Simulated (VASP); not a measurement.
Data:

```xyz
2
Lattice="0.0000 2.5329 2.5329 2.5329 0.0000 2.5329 2.5329 2.5329 0.0000" Properties=species:S:1:pos:R:3 pbc="T T T"
Li     2.5329     2.5329     0.0000
Cl     2.5329     2.5329     2.5329
```

The numbers are results of revTPSS meta-GGA, VASP's PBE PAW potentials (set 64) (plane waves; VASP), not measurements. Numerical set-up: 520 eV cut-off, 10×10×10 Γ-centred mesh, Gaussian smearing of 0.050 eV, potentials Li_sv Cl.

Question: What does the run give for the energy per atom (σ→0), band gap (over mesh and band path) with the smallest direct gap where there is one?

Answer: 
| Property | Result |
|---|---|
| band gap (over mesh and band path) | 6.79 eV |
| smallest direct gap (over mesh and band path) | 6.79 eV |
| energy per atom (σ→0) | -4.633 eV/atom |

The compound is LiCl in the rock salt structure. It was relaxed first.
